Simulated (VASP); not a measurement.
Given:

```yaml
crystal:
  lattice:
    - [2.02129, -3.50098, 0.00000]
    - [2.02129, 3.50098, 0.00000]
    - [0.00000, 0.00000, 5.14406]
  atoms:
    - { symbol: Te, position: [0.33333, 0.66667, 0.26193] }
    - { symbol: Te, position: [0.66667, 0.33333, 0.73807] }
    - { symbol: Pt, position: [0.00000, 0.00000, 0.00000] }
```

Level of theory: PBEsol GGA with spin-orbit coupling, VASP's PBE PAW potentials (set 64) (plane waves; VASP 6.6.1). Settings: 400 eV cut-off, 9×9×7 Γ-centred mesh, Gaussian smearing of 0.050 eV, potentials Te Pt.

**Question.** What does the run give for the energy per atom (σ→0), band gap (over mesh and band path) with the smallest direct gap where there is one?

**Answer.** 
band gap (over mesh and band path): none (metal, semimetal or under 0.01 eV)
energy per atom (σ→0): -5.264 eV/atom

Total energies compare only between runs with the same potentials, cut-off and functional.

The compound is PtTe2 in the 1T layered structure. It was relaxed first.
